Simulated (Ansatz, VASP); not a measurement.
# Ge (Ge(110)): VASP beside Ansatz, part 2 of 2

One calculation is typed for both programs; each brings its own data sets and cutoff. How far apart do they land?

VASP 6.6.1 and Ansatz 0.2.0.

So far: The structure; VASP: band structure, PBE.

## (3) Ansatz: band structure, PBE

Level of this step: Ansatz beside VASP: Kohn-Sham DFT, plane waves, PBE (Ansatz).

Ansatz runs on its default PAW (the set named soft_2) files.

The same cell, functional, mesh and smearing now go to Ansatz, which takes its cutoff from its data sets.

input.yaml reads:

```yaml
crystal:
  lattice:
    - [4.0115580061, 0.0, 0.0]
    - [0.0, 5.6731997385, 0.0]
    - [0.0, 0.0, 32.555623992]
  atoms:
    - { symbol: Ge, position: [0.75, 0.3736711347, 0.7559501381] }
    - { symbol: Ge, position: [0.25, 0.6263288653, 0.7559501381] }
    - { symbol: Ge, position: [0.25, 0.8670965928, 0.6917479967] }
    - { symbol: Ge, position: [0.75, 0.1329034072, 0.6917479967] }
    - { symbol: Ge, position: [0.75, 0.3715170757, 0.6271753499] }
    - { symbol: Ge, position: [0.25, 0.6284829243, 0.6271753499] }
    - { symbol: Ge, position: [0.25, 0.8723957386, 0.563315534] }
    - { symbol: Ge, position: [0.75, 0.1276042614, 0.563315534] }
    - { symbol: Ge, position: [0.75, 0.3735987043, 0.5] }
    - { symbol: Ge, position: [0.25, 0.6264012957, 0.5] }
    - { symbol: Ge, position: [0.25, 0.8723957386, 0.436684466] }
    - { symbol: Ge, position: [0.75, 0.1276042614, 0.436684466] }
    - { symbol: Ge, position: [0.75, 0.3715170757, 0.3728246501] }
    - { symbol: Ge, position: [0.25, 0.6284829243, 0.3728246501] }
    - { symbol: Ge, position: [0.25, 0.8670965928, 0.3082520033] }
    - { symbol: Ge, position: [0.75, 0.1329034072, 0.3082520033] }
    - { symbol: Ge, position: [0.75, 0.3736711347, 0.2440498619] }
    - { symbol: Ge, position: [0.25, 0.6263288653, 0.2440498619] }
hamiltonian:
  xc: pbe
  pseudopotentials: { kind: paw }
kpoints:
  mp_grid: { grid: [6, 4, 1] }
  band_path:
    path:
      - [0.0, 0.0, 0.0]
      - [0.07692, 0.0, 0.0]
      - [0.15385, 0.0, 0.0]
      - [0.26923, 0.0, 0.0]
      - [0.34615, 0.0, 0.0]
      - [0.42308, 0.0, 0.0]
      - [0.5, 0.0, 0.0]
      - [0.5, 0.07692, 0.0]
      - [0.5, 0.19231, 0.0]
      - [0.5, 0.26923, 0.0]
      - [0.5, 0.34615, 0.0]
      - [0.5, 0.46154, 0.0]
      - [0.5, 0.5, 0.0]
      - [0.42308, 0.5, 0.0]
      - [0.30769, 0.5, 0.0]
      - [0.23077, 0.5, 0.0]
      - [0.11538, 0.5, 0.0]
      - [0.03846, 0.5, 0.0]
      - [0.0, 0.5, 0.0]
      - [0.0, 0.38462, 0.0]
      - [0.0, 0.30769, 0.0]
      - [0.0, 0.23077, 0.0]
      - [0.0, 0.11538, 0.0]
      - [0.0, 0.03846, 0.0]
      - [0.03846, 0.03846, 0.0]
      - [0.11538, 0.11538, 0.0]
      - [0.19231, 0.19231, 0.0]
      - [0.30769, 0.30769, 0.0]
      - [0.38462, 0.38462, 0.0]
      - [0.5, 0.5, 0.0]
    npoints: 1
scf:
  occupations: { method: gaussian, width: 0.03 }
  n_extra_bands: 15
efield:
  axis: 3
  dipole_correction: true
  ramp_width: 0.04
output:
  forces: true
  eigenvalues: true
  write_density: true
  write_potential: true
  elf: true
  volumetric_format: npy
```

Command:

```sh
$ ansatz run input.yaml --threads 8 --pin off --max-ram 18432MiB --backend cpu --events-out ev --progress --plain --runs-dir out
```

Numbers of over 12 decimals in the logs are rounded to 6 here.

The log of the run:

```text
scf.n_extra_bands = 15 over 126 filled bands (N_el = 252.0): the run solves 141 bands
Engine: ansatz 0.2.0, aarch64-unknown-linux-gnu
Pseudopotentials: kind: paw
Pseudopotential: Ge, paw, valence charge 14, recommended cutoff 420 eV (normal), Ge.paw.azcp
Functional definition: PBE
  parameter kappa = 0.804
  parameter beta = 0.066725
  exchange = pbe_x(kappa = kappa, mu = beta*pi^2/3)
  correlation = pbe_c(beta = beta)
Crystal: 18 atoms, lattice volume = 740.913 Å³
Basis set: ecut = 420 eV, 14583 PW (Γ), exchange–correlation on 54×80×450 points (8 copies of the dense FFT grid, shifted against one another)
Bands: 141, of which v1, the nominal top of the filled ones, is band 126 counted from 1 (125 counted from 0)
Symmetry: 4 space group operations
k-points: 12 of 24
Non-local potential: Ge, projectors of the file, l = 0: 2, l = 1: 2, l = 2: 3, l = 3: 1
PAW form: soft (Blöchl's): semilocal exchange-correlation on the pseudo side does not see the compensation charge
PAW one-centre angular grid: Ge, 590 points (default); XC on 64 Gauss nodes
Initial density: superposition of atomic densities (neutral atoms: chi_scale 0, normalization atom), corrected by the library's trained network
Initial wavefunctions: pseudopotential atomic-orbital guess
Functional: x = pbe(κ = 0.804, μ = 0.219515), c = pbe(β = 0.066725)
SCF iter   1: F=—  HF=-77305.973400 eV  |F-HF|=—  |Δ(HF+E_count)|=         —  Δρ=2.07e-3  dr2=1.01e-1  ethr=1.77e-3  p=0.000 e·Å  D=9.03e-14 V/Å  ΔV_dip=-0.00 eV  dr2_dipole=6.56e-6  V_vac-E_F(+/−)=4.78/4.78 eV  ⟨swp⟩=6.2  Hψ=5865  notcnv=0  defer=30
efield: sawtooth ramp at fractional position 0.9800 (placed from the atoms, in the widest stretch of the axis that holds none; the zero of the levels goes with the place), width 0.0400; the density the first Hamiltonian is built on has a dipole p = 0.000 e·Å; the dipole correction subtracts the counter field D = 9.03e-14 V/Å, which shifts the + side's vacuum level by -0.00 eV against the − side's; the planar-averaged density in the ramp window peaks in size at 3.2e-5 e/Å³
preconditioner: auto → LDOS  [insulator: Δε(μ)=0.038 eV  Ē_g=21.101 eV  σ=0.030 eV  W_gap=0.60  n_scr=160 (ndim 8)  ℏωp=21.7 eV  f_vac=0.411  D(μ)=13.89/eV (n_scr^D=70)  ε∞_Penn≈2.1  β→1.0]
SCF iter   2: F=—  HF=-77305.963247 eV  |F-HF|=—  |Δ(HF+E_count)|=   1.02e-2  Δρ=8.28e-4  dr2=2.01e-2  ethr=4.02e-5  p=-0.000 e·Å  D=-5.47e-6 V/Å  ΔV_dip=0.00 eV  dr2_dipole=3.94e-5  V_vac-E_F(+/−)=4.78/4.78 eV  ⟨swp⟩=2.2  Hψ=2778  notcnv=0  defer=93
SCF iter   3: F=—  HF=-77305.962041 eV  |F-HF|=—  |Δ(HF+E_count)|=   1.21e-3  Δρ=4.74e-4  dr2=4.97e-3  ethr=7.99e-6  p=0.000 e·Å  D=1.51e-6 V/Å  ΔV_dip=-0.00 eV  dr2_dipole=1.81e-7  V_vac-E_F(+/−)=4.78/4.78 eV  ⟨swp⟩=2.0  Hψ=2544  notcnv=0  defer=93
SCF iter   4: F=—  HF=-77305.961353 eV  |F-HF|=—  |Δ(HF+E_count)|=   6.88e-4  Δρ=1.94e-4  dr2=1.57e-3  ethr=1.97e-6  p=0.000 e·Å  D=1.91e-6 V/Å  ΔV_dip=-0.00 eV  dr2_dipole=1.52e-7  V_vac-E_F(+/−)=4.78/4.78 eV  ⟨swp⟩=2.0  Hψ=2286  notcnv=0  defer=93
SCF iter   5: F=—  HF=-77305.961331 eV  |F-HF|=—  |Δ(HF+E_count)|=   2.16e-5  Δρ=1.12e-4  dr2=9.10e-4  ethr=6.22e-7  p=0.000 e·Å  D=8.10e-7 V/Å  ΔV_dip=-0.00 eV  dr2_dipole=3.46e-8  V_vac-E_F(+/−)=4.78/4.78 eV  ⟨swp⟩=2.0  Hψ=2286  notcnv=0  defer=93
SCF iter   6: F=—  HF=-77305.961263 eV  |F-HF|=—  |Δ(HF+E_count)|=   6.82e-5  Δρ=4.19e-5  dr2=1.34e-4  ethr=3.61e-7  p=0.000 e·Å  D=6.55e-7 V/Å  ΔV_dip=-0.00 eV  dr2_dipole=4.34e-10  V_vac-E_F(+/−)=4.78/4.78 eV  ⟨swp⟩=2.0  Hψ=1712  notcnv=0  defer=93
SCF iter   7: F=—  HF=-77305.961252 eV  |F-HF|=—  |Δ(HF+E_count)|=   1.09e-5  Δρ=2.43e-5  dr2=3.10e-5  ethr=5.32e-8  p=0.000 e·Å  D=2.24e-7 V/Å  ΔV_dip=-0.00 eV  dr2_dipole=7.11e-10  V_vac-E_F(+/−)=4.78/4.79 eV  ⟨swp⟩=2.2  Hψ=1969  notcnv=0  defer=93
SCF iter   8: F=—  HF=-77305.961376 eV  |F-HF|=—  |Δ(HF+E_count)|=   1.23e-4  Δρ=8.88e-6  dr2=1.86e-6  ethr=1.23e-8  p=0.000 e·Å  D=6.50e-9 V/Å  ΔV_dip=-0.00 eV  dr2_dipole=1.40e-9  V_vac-E_F(+/−)=4.79/4.79 eV  ⟨swp⟩=2.6  Hψ=2706  notcnv=0  defer=93
SCF iter   9: F=—  HF=-77305.961376 eV  |F-HF|=—  |Δ(HF+E_count)|=   5.61e-7  Δρ=3.07e-6  dr2=3.11e-7  ethr=7.40e-10  p=0.000 e·Å  D=3.51e-11 V/Å  ΔV_dip=-0.00 eV  dr2_dipole=6.33e-12  V_vac-E_F(+/−)=4.79/4.79 eV  ⟨swp⟩=2.3  Hψ=3012  notcnv=0  defer=93
SCF iter  10: F=-77305.961376 eV  HF=-77305.961377 eV  |F-HF|=1.10e-8  |Δ(HF+E_count)|=   1.20e-7  Δρ=1.10e-6  dr2=3.27e-8  ethr=3.97e-11  p=-0.000 e·Å  D=-2.07e-8 V/Å  ΔV_dip=0.00 eV  dr2_dipole=3.81e-11  V_vac-E_F(+/−)=4.79/4.79 eV  ⟨swp⟩=15.2  Hψ=11600  notcnv=0
SCF 1 converged in 10 iterations: F = -77305.961376 eV  dr2 = 3.27e-8
  greatest PAW one-centre occupation: 0.998 electrons in one spin orbital (limit 2), on the Ge atom at site 17 (counted from 0), in its partial waves of l = 2
NSCF: frozen V_eff on 30 k-points
efield: sawtooth ramp at fractional position 0.9800 (kept from the solve that this one continues, or follows in the run), width 0.0400; the density the first Hamiltonian is built on has a dipole p = -0.000 e·Å; the dipole correction subtracts the counter field D = -2.07e-8 V/Å, which shifts the + side's vacuum level by +0.00 eV against the − side's; the planar-averaged density in the ramp window peaks in size at 2.8e-5 e/Å³
WARN: The output density's exchange-correlation potential varies sharply where the density is thin. Do not read a vacuum level from v_tot or v_xc, or from such a field of the output density. On a cell that repeats whose density bears no net charge and no dipole along the vacuum's axis use v_es (v_loc + v_h of the components); under efield.dipole_correction with no amplitude use v_es + v_field, which holds any externa [...]
SCF converged after 10 iterations
Free energy (F): -77305.961376 eV
Harris-Foulkes:  -77305.961377 eV  (|F-HF|=1.10e-8)
Internal energy: -77305.952587 eV  (E = F + TS)
E sigma→0 (E₀):  -77305.956982 eV
Entropy (-TS):   -0.008789 eV (-0.488 meV/atom)
Fermi energy:    2.372413 eV
Dipole field:    D = -0.000004 V/Å  (p = -0.000018 e·Å, saw-weighted, corrected)
Work function:   Φ+ = 4.7878 eV   Φ− = 4.7877 eV
Levels:          The Fermi level and band energies are counted from a zero that moves with the ramp; work functions are not
--- Per-component energies (eV) ---
  E_band       = -4143.560319
  E_kinetic    = 1991.604247
  E_local      = -295597.013838  (includes V_loc(G=0)·N_el)
  E_nonlocal   = 7517.677173
  E_hartree    = 144350.212248
  E_xc         = -1353.143835
  E_vxc        = -1152.528149  (∫ρ·V_xc dr)
  E_paw        = -36341.725688  (= ΣΔE_a)
  E_vpaw       = -5603.800834  (= ΣTr[D̂ρ^β])
  E_aug_tail   = 0.005625  (compensation charges beyond the density's cutoff)
  E_efield     = 0.000000  (sawtooth field / dipole correction)
  E_vefield    = 0.000000  (∫n·V_field dr)
  E_ewald      = 102126.431480
  E_smearing   = -0.008789  (= −TS)
  E_closure    = -0.000000  (closes the sum)
  Σ components = -77305.961376   (vs F -77305.961376, Δ=0.00e0)
--- Forces (eV/Å), atoms counted from 1 ---
  atom   1  Ge    -0.00000000     0.06413984    -0.01779627
  atom   2  Ge     0.00000000    -0.06413984    -0.01779627
  atom   3  Ge    -0.00000000     0.03798527     0.00711726
  atom   4  Ge     0.00000000    -0.03798527     0.00711726
  atom   5  Ge    -0.00000000     0.01192832    -0.00281772
  atom   6  Ge     0.00000000    -0.01192832    -0.00281772
  atom   7  Ge    -0.00000000     0.00705768     0.01369830
  atom   8  Ge     0.00000000    -0.00705768     0.01369830
  atom   9  Ge    -0.00000000     0.00461500     0.00000008
  atom  10  Ge     0.00000000    -0.00461500     0.00000008
  atom  11  Ge    -0.00000000     0.00705788    -0.01369840
  atom  12  Ge     0.00000000    -0.00705788    -0.01369840
  atom  13  Ge    -0.00000000     0.01192840     0.00281786
  atom  14  Ge     0.00000000    -0.01192840     0.00281786
  atom  15  Ge    -0.00000000     0.03798563    -0.00711695
  atom  16  Ge     0.00000000    -0.03798563    -0.00711695
  atom  17  Ge    -0.00000000     0.06414158     0.01779563
  atom  18  Ge     0.00000000    -0.06414158     0.01779563
  max |Σ_I F_I| component: 4.38e-7 eV/Å
--- Band table (eV; the first three rows and the last of 12) ---
  k-point 0: bands = [... 122 lower, 2.3063, 2.5955, 2.6449, 2.7299, 2.8343, 3.0482, 3.6660, 3.7611, ... 11 higher]
  k-point 1: bands = [... 122 lower, 2.1043, 2.1092, 2.2295, 2.3566, 2.7736, 2.8633, 3.5121, 3.7202, ... 11 higher]
  k-point 2: bands = [... 122 lower, 1.5993, 1.6073, 2.1492, 2.2659, 2.2892, 2.4205, 3.2304, 3.5035, ... 11 higher]
  k-point 11: bands = [... 122 lower, 1.1142, 1.1142, 1.8070, 1.8070, 2.2497, 2.2497, 3.6818, 3.6818, ... 11 higher]
```

It took 59 s on 8 threads of Arm Neoverse V1, shared host; peak memory 5.6 GiB.

Reading the cycles: dr2 is the Hartree energy of the density residual (eV), the measure of convergence; HF is the Harris–Foulkes estimate of the energy, which meets the free energy F at convergence.

## (4) Differences

Known differences besides the PAW data sets themselves: the data sets hold 252 valence electrons in Ansatz (default PAW (the set named soft_2) files) and 72 in VASP; the cutoff is 420 eV in Ansatz and 320 eV in VASP (PREC = Normal, projectors in real space); VASP leaves aspherical gradient terms in its spheres out (LASPH is not set), Ansatz keeps them. Total energies have different zeros and are not compared.

Both answers:

```
                                   quantity  Ansatz  VASP  difference
 work function, lower of the two faces (eV)    4.79  4.79        0.00
work function, higher of the two faces (eV)    4.79  4.79        0.00
```

At this near-relaxed geometry the largest component of a force difference is 40 meV/Å. Levels from 3 eV below to 2 eV above the Fermi level differ by 7 meV r.m.s. and 25 meV at most; each VASP level is matched to the nearest of Ansatz, which flatters the figure a little.

## (5) Further runs

The difference is large enough to ask for its cause, so further runs change the set-up of one program at a time, as the table lists.

```
                                        run  r.m.s. force difference (meV/Å)
                                   as above                               16
    Ansatz's larger PAW set (cutoff 560 eV)                               16
norm-conserving potentials (cutoff 1061 eV)                               15
```

## (6) Results

```yaml
r_m_s_force_difference_band_structure_pbe: 16 meV/Å
```

In words: The r.m.s. force difference is 16 meV/Å (band structure, PBE), beyond the 12 meV/Å picked in this series as the mark of a large difference. For band structure, PBE: no further run halves the r.m.s. force difference; only Ansatz's side was varied, and Ansatz's runs with other potentials lie closer to each other than to VASP, which for this quantity points to VASP's side; this was not tested here. How closely two codes agree says nothing of how well the functional describes the real material.

[Lines on the potential files, build, host, timing and source positions are cut from VASP's logs without a mark.]

[Logs are printed without paths, hosts, clocks, repeated set-up lines and the standing remarks that a program may print on its own settings, such as how far it seeks lower states.]

[Hosts, paths, dates, database ids (printed as entryN), source tags and the programs' standing remarks are cut or masked in the printed files.]
